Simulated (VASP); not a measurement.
Crystal: H2, in a box.

```xyz
2
Lattice="10.0000 0.0000 0.0000 0.0000 10.0000 0.0000 0.0000 0.0000 10.0000" Properties=species:S:1:pos:R:3 pbc="T T T"
H     5.0000    5.0000    4.5300
H     5.0000    5.0000    5.4700
```

Program: VASP 6.6.1. Alike in all runs: task single point; potentials or basis VASP PAW PBE potentials, release 64 (H); no spin polarisation; cell as given; k mesh 1 × 1 × 1; cutoff (eV) 450; smearing gaussian 0.02 eV.

Question: Order these runs on this cell by their band gap on the k mesh, lowest first.
A. level HSE06; grid for exact exchange (PRECFOCK) Fast; screening parameter 0.2 1/A
B. level PBE+D3(BJ)
C. level r2SCAN

Answer: B (9.11 eV), C (10.16 eV), A (10.42 eV).

A k mesh can miss the band edges.

Not every run made on this cell is shown here.
